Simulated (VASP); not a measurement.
A convergence study with VASP on PbS (rock salt): one setting is varied, all else stays as given below, so the limit is that of these other settings.

```xyz
2
Lattice="0.0000 2.9700 2.9700 2.9700 0.0000 2.9700 2.9700 2.9700 0.0000" Properties=species:S:1:pos:R:3 pbc="T T T"
Pb     0.0000     0.0000     0.0000
S      2.9700     2.9700     2.9700
```

These are LDA (Ceperley-Alder, Perdew-Zunger), VASP's LDA PAW potentials (set 64) (plane waves; VASP 6.6.1) values and carry that method's errors. The tightest run used: 550 eV cut-off, 17×17×17 Γ-centred mesh, tetrahedra with Blöchl corrections, potentials Pb_d S.

Unless said otherwise, spin-orbit coupling is left out, though it shifts the bands of the heavy elements here. Gaps are read on the run's mesh, which can miss a band edge.

```json
[
 {"setting": "3×3×3 mesh", "E (eV/atom)": "-5.0519", "pressure (GPa)": "-3.86", "gap on the mesh (eV)": "2.130", "irreducible k-points": "4"},
 {"setting": "4×4×4 mesh", "E (eV/atom)": "-4.9822", "pressure (GPa)": "-2.67", "gap on the mesh (eV)": "0.222", "irreducible k-points": "8"},
 {"setting": "5×5×5 mesh", "E (eV/atom)": "-4.9967", "pressure (GPa)": "-2.98", "gap on the mesh (eV)": "1.228", "irreducible k-points": "10"}
]
```

These are the cheaper rows. Estimate the results at 17×17×17 mesh, and how far the last row shown lies from them.

```json
[
 {"quantity": "E (eV/atom)", "tightest run": "-4.9889", "last row shown is off by": "-0.0078"},
 {"quantity": "pressure (GPa)", "tightest run": "-2.75", "last row shown is off by": "-0.23"},
 {"quantity": "gap on the mesh (eV)", "tightest run": "0.410", "last row shown is off by": "0.818"}
]
```

Left out are rungs that failed or repeat a setting and relaxations that didn't move; long series are thinned to 24 rows.

The compound is PbS in the rock salt structure. The cell was not relaxed at this level.
